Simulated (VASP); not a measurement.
VASP input:

KPOINTS:
```
Automatic mesh
0
Gamma
6 6 5
0 0 0
```

File POSCAR:
```
Ga
1
    2.1776880000    -3.7332670000     0.0000000000
    2.1776880000     3.7332670000     0.0000000000
    0.0000000000     0.0000000000     4.4766900000
Ga
4
Direct
  0.6557000000   0.3443000000   0.4154000000
  0.3443000000   0.6557000000   0.5846000000
  0.8443000000   0.1557000000   0.9154000000
  0.1557000000   0.8443000000   0.0846000000
```

**INCAR**
```
ALGO  =  Normal
EDIFF  =  1E-6
ENCUT  =  300
GGA  =  PE
ISIF  =  2
ISMEAR  =  1
LASPH  =  .True.
LCHARG  =  .False.
LMAXMIX  =  4
LREAL  =  .False.
LWAVE  =  .False.
NELM  =  100
PREC  =  Accurate
SIGMA  =  0.05
SYSTEM  =  Ga
```

POTCAR, in this order: Ga_d (PBE.64 set). Program: vasp_std.

Problem. Write an equivalent input for Quantum ESPRESSO's pw.x.

Solution. One equivalent input (not run):
```
&CONTROL
  calculation = 'scf'
  pseudo_dir = './pseudo'
  outdir = './out'
  tprnfor = .true.
  tstress = .true.
/
&SYSTEM
  ibrav = 0
  nat = 4
  ntyp = 1
  ecutwfc = 80
  occupations = 'smearing'
  smearing = 'methfessel-paxton'
  degauss = 0.003675
  input_dft = 'pbe'
/
&ELECTRONS
  conv_thr = 7.3e-08
  electron_maxstep = 100
/
ATOMIC_SPECIES
  Ga 69.723 Ga.upf
CELL_PARAMETERS angstrom
     2.1776880   -3.7332670    0.0000000
     2.1776880    3.7332670    0.0000000
     0.0000000    0.0000000    4.4766900
ATOMIC_POSITIONS crystal
  Ga   0.6557000  0.3443000  0.4154000
  Ga   0.3443000  0.6557000  0.5846000
  Ga   0.8443000  0.1557000  0.9154000
  Ga   0.1557000  0.8443000  0.0846000
K_POINTS automatic
  6 6 5 0 0 0
```
The two are equivalent in intent, not identical: the potentials are each code's own (VASP's PAW set, PseudoDojo norm-conserving files in pw.x), so ENCUT and ecutwfc are chosen apart and not converted; conv_thr bounds pw.x's estimated SCF error, while EDIFF bounds the energy change between steps.

The structure comes from a computed database's Ga entry; how it stands against other phases isn't given here. The cell was not relaxed at this level.
